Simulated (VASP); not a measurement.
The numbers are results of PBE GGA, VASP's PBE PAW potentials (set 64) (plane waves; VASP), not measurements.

A VASP calculation is set up with these files.

**INCAR**
```
SYSTEM  =  AgCl
PREC  =  Accurate; ENCUT  =  400; LREAL  =  .False.
LASPH  =  .True.
EDIFF  =  1E-6; NELM  =  100; ALGO  =  Normal
LMAXMIX  =  4
ISMEAR  =  0; SIGMA  =  0.05
GGA  =  PE
IBRION  =  2; NSW  =  60; ISIF  =  3
EDIFFG  =  -0.01
LWAVE  =  .False.; LCHARG  =  .False.
```

File KPOINTS:
```
kpoints
0
Gamma
  7 7 7
```

**POSCAR**
```
AgCl
1.0
  0.0000000000   2.7985296693   2.7985296693
  2.7985296693   0.0000000000   2.7985296693
  2.7985296693   2.7985296693   0.0000000000
Ag Cl
1 1
Cart
  0.0000000000   0.0000000000   0.0000000000
  2.7985296693   2.7985296693   2.7985296693
```

POTCAR, in this order: Ag Cl (PBE.64 set). Program: vasp_std.

### Question
What will the output report for the number of irreducible k-points (NKPTS), number of bands (NBANDS), largest plane-wave count, number of space-group operations, FFT grid (NGX, NGY, NGZ)?

### Answer

| Item | Value |
|---|---|
| number of irreducible k-points (NKPTS) | 20 |
| number of bands (NBANDS) | 13 |
| largest plane-wave count | 821 |
| number of space-group operations | 48 |
| FFT grid (NGX, NGY, NGZ) | 28 × 28 × 28 |

The compound is AgCl in the rock salt structure. It was relaxed first. The start is the result of an earlier pass.
